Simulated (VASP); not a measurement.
Computed with PBE GGA, VASP's PBE PAW potentials (set 64) (plane waves; VASP).

A VASP calculation is set up with these files.

File POSCAR:
```
Co3As
1.0
  0.0000000000   2.9138740000   2.9138740000
  2.9138740000   0.0000000000   2.9138740000
  2.9138740000   2.9138740000   0.0000000000
As Co
1 3
Cartesian
  0.0000000000   0.0000000000   0.0000000000
  2.9138740000   2.9138740000   2.9138740000
  1.4569370000   1.4569370000   1.4569370000
  4.3708110000   4.3708110000   4.3708110000
```

**KPOINTS**
```
Automatic mesh
0
G
 6 6 6
```

**INCAR**
```
ALGO  =  Normal
EDIFF  =  1E-6
ENCUT  =  400
GGA  =  PE
ISIF  =  2
ISMEAR  =  0
ISPIN  =  1
LASPH  =  .TRUE.
LCHARG  =  .FALSE.
LMAXMIX  =  4
LORBIT  =  10
LREAL  =  .FALSE.
LWAVE  =  .FALSE.
NELM  =  100
PREC  =  Accurate
SIGMA  =  0.05
SYSTEM  =  Co3As
```

POTCAR, in this order: As Co (PBE.64 set). Program: vasp_std.

Q: Predict the energy per atom (σ→0), pressure, band gap (on the k-mesh).

A: 
energy per atom (σ→0): -6.224 eV/atom
band gap (on the k-mesh): none (metal, semimetal or under 0.01 eV)
pressure: -16.21 GPa

**OSZICAR**
```
...
DAV:  10    -0.249225414811E+02    0.15564E-01   -0.22172E-01   876   0.894E+00    0.229E+00
DAV:  11    -0.249034428259E+02    0.19099E-01   -0.65054E-02   968   0.621E+00    0.103E+00
DAV:  12    -0.249001451704E+02    0.32977E-02   -0.61889E-03  1028   0.187E+00    0.206E-01
DAV:  13    -0.248999147175E+02    0.23045E-03   -0.86879E-04   800   0.400E-01    0.152E-01
DAV:  14    -0.248998184634E+02    0.96254E-04   -0.18578E-04   972   0.207E-01    0.278E-02
DAV:  15    -0.248998160010E+02    0.24623E-05   -0.15855E-05   840   0.482E-02    0.514E-03
DAV:  16    -0.248998154866E+02    0.51442E-06   -0.11833E-06   328   0.157E-02
   1 F= -.24899815E+02 E0= -.24895012E+02  d E =-.960772E-02
```

The structure was generated: Co3As was put into the D03 type (Fm-3m), which need not be its known phase. The cell was not relaxed at this level. The k-mesh is coarse (spacing up to 0.31 per Å, 2π included), so the numbers may not be converged in it. The run is one of a series of settings (ISPIN = 1, the spin start removed against the base run), some of them coarse on purpose. The run is not spin-polarised, so no magnetic state was tried.
